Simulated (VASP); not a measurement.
Calculation: PBE GGA, VASP's PBE PAW potentials (set 64) (plane waves; VASP).

The input files of a VASP run:

### INCAR
```
# general
SYSTEM  = KBr
PREC    = Accurate
ENCUT   = 520
LREAL   = .FALSE.
LASPH   = .TRUE.   # aspherical one-centre terms
ICHARG  = 11   # fixed density

# electronic loop
EDIFF   = 1E-6
NELM    = 100   # most electronic steps
ALGO    = Normal
LMAXMIX = 4

# smearing
ISMEAR  = 0
SIGMA   = 0.05

# functional
GGA     = PE   # PBE

# output
LWAVE   = .FALSE.
LCHARG  = .FALSE.
```

**KPOINTS**
```
k-points along high-symmetry lines
15
Line-mode
Reciprocal
  0.000000   0.000000   0.000000 ! GAMMA
  0.500000   0.000000   0.500000 ! X

  0.500000   0.000000   0.500000 ! X
  0.625000   0.250000   0.625000 ! U

  0.375000   0.375000   0.750000 ! K
  0.000000   0.000000   0.000000 ! GAMMA

  0.000000   0.000000   0.000000 ! GAMMA
  0.500000   0.500000   0.500000 ! L

  0.500000   0.500000   0.500000 ! L
  0.500000   0.250000   0.750000 ! W

  0.500000   0.250000   0.750000 ! W
  0.500000   0.000000   0.500000 ! X
```

### POSCAR
```
KBr
4.7413360
  0.0000000000   0.7071067613   0.7071067613
  0.7071067613   0.0000000000   0.7071067613
  0.7071067613   0.7071067613   0.0000000000
K Br
1 1
Direct
  0.0000000000   0.0000000000   0.0000000000
  0.5000000000   0.5000000000   0.5000000000
```

POTCAR, in this order: K_sv Br (PBE.64 set). Program: vasp_std. Read from the step before: CHGCAR.

Output of the run:

**OSZICAR**
```
       N       E                     dE             d eps       ncg     rms          rms(c)
DAV:   1     0.102012323705E+03    0.10201E+03   -0.70066E+03  2160   0.116E+03
DAV:   2     0.124499043812E+01   -0.10077E+03   -0.93785E+02  2564   0.265E+02
DAV:   3    -0.556589830931E+01   -0.68109E+01   -0.67692E+01  2776   0.636E+01
DAV:   4    -0.587564555865E+01   -0.30975E+00   -0.30939E+00  3896   0.117E+01
DAV:   5    -0.587759426163E+01   -0.19487E-02   -0.19487E-02  2776   0.908E-01
DAV:   6    -0.587763634781E+01   -0.42086E-04   -0.42086E-04  3112   0.969E-02
DAV:   7    -0.587763694995E+01   -0.60214E-06   -0.60217E-06  3072   0.134E-02
   1 F= -.58776369E+01 E0= -.58776369E+01  d E =-.207619E-11
```

OUTCAR:
```
 val. band max:       -1.9219874747   @ k =   0.0000   0.0000   0.0000

 cond. band min:       2.3879404825   @ k =   0.0000   0.0000   0.0000



 k-point     1 :       0.0000    0.0000    0.0000
  band No.  band energies     occupation
      1     -29.8076      2.00000
      2     -14.1589      2.00000
      3     -13.2812      2.00000
      4     -13.2812      2.00000
      5     -13.2812      2.00000
      6      -1.9220      2.00000
      7      -1.9220      2.00000
      8      -1.9220      2.00000
      9       2.3879      0.00000
     10       5.6677      0.00000
     11       5.6677      0.00000
     12       5.6678      0.00000

 k-point     2 :       0.0357    0.0000    0.0357
  band No.  band energies     occupation
      1     -29.8076      2.00000
      2     -14.1624      2.00000
      3     -13.2816      2.00000
      4     -13.2816      2.00000
      5     -13.2762      2.00000
      6      -1.9487      2.00000
      7      -1.9263      2.00000
      8      -1.9263      2.00000
      9       2.4314      0.00000
     10       5.6305      0.00000
     11       5.6985      0.00000
     12       5.6985      0.00000

 k-point     3 :       0.0714    0.0000    0.0714
  band No.  band energies     occupation
      1     -29.8074      2.00000
      2     -14.1716      2.00000
      3     -13.2826      2.00000
      4     -13.2826      2.00000
      5     -13.2626      2.00000
      6      -2.0230      2.00000
      7      -1.9387      2.00000
      8      -1.9387      2.00000
      9       2.5554      0.00000
     10       5.5265      0.00000
     11       5.7902      0.00000
     12       5.7902      0.00000

 k-point     4 :       0.1071    0.0000    0.1071
  band No.  band energies     occupation
      1     -29.8070      2.00000
      2     -14.1842      2.00000
      3     -13.2844      2.00000
      4     -13.2844      2.00000
      5     -13.2437      2.00000
      6      -2.1303      2.00000
      7      -1.9583      2.00000
...
```

The density is held fixed in this step, so its total energy and stress have no physical meaning.

The compound is KBr in the rock salt structure. It was relaxed first.
